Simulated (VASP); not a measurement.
Data:

```xyz
1
Lattice="2.5430 0.0000 0.0000 0.0000 2.5430 0.0000 0.0000 0.0000 2.5430" Properties=species:S:1:pos:R:3 pbc="T T T"
Ir     0.0000     0.0000     0.0000
```

Level of theory: PBEsol GGA, VASP's PBE PAW potentials (set 64) (plane waves; VASP 6.6.1). Run with 400 eV cut-off, Gaussian smearing of 0.050 eV, potentials Ir.

Unless said otherwise, spin-orbit coupling is left out, though it shifts the bands of the heavy elements here.

Q: Estimate the band gap (along the path) with the smallest direct gap where there is one.

A: 
```json
{
  "band gap (along the path)": "none (metal, semimetal or under 0.01 eV)"
}
```

The absolute energy has meaning only against runs of the same code, potentials and settings.

The structure was generated: Ir was put into the simple-cubic type (Pm-3m), which need not be its known phase. It was relaxed first.
